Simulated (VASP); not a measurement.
Data:

```xyz
1
Lattice="-1.4184 1.4184 1.4184 1.4184 -1.4184 1.4184 1.4184 1.4184 -1.4184" Properties=species:S:1:pos:R:3 pbc="T T T"
Cr     0.0000     0.0000     0.0000
```
Starting moments (μB, in the order of the record's atoms Cr): 3.0.

All values below come from PBE GGA, VASP's PBE PAW potentials (set 64) (plane waves; VASP 6.6.1). Run with 300 eV cut-off, 13×13×13 Γ-centred mesh, Fermi-Dirac smearing of 0.10 eV, potentials Cr_pv.

The moments were started parallel, and other spin orders were not tried in this run.

Problem. Give the spin-up energies of bands 4 to 9 at the high-symmetry points, in eV from the Fermi level.

Solution. 
| band | Γ | H | N | P |
|---|---|---|---|---|
| 4 | -7.92 | -4.39 | -4.50 | -2.37 |
| 5 | -0.94 | -4.39 | -2.51 | -2.37 |
| 6 | -0.94 | 2.48 | 1.14 | -2.37 |
| 7 | -0.94 | 2.48 | 1.15 | 1.56 |
| 8 | 1.15 | 2.48 | 1.50 | 1.56 |
| 9 | 1.15 | 7.14 | 2.88 | 7.13 |

Problem. Give the spin-down energies of bands 4 to 9 at the high-symmetry points, in eV from the Fermi level.

Solution. 
| band | Γ | H | N | P |
|---|---|---|---|---|
| 4 | -7.92 | -4.39 | -4.50 | -2.37 |
| 5 | -0.94 | -4.39 | -2.51 | -2.37 |
| 6 | -0.94 | 2.48 | 1.14 | -2.37 |
| 7 | -0.94 | 2.48 | 1.15 | 1.56 |
| 8 | 1.15 | 2.48 | 1.50 | 1.56 |
| 9 | 1.15 | 7.14 | 2.88 | 7.13 |

It has no gap at this level: it comes out as a metal or semimetal.

The structure was generated: Cr was put into an ordered model structure, which need not be its known phase. The cell was not relaxed at this level.
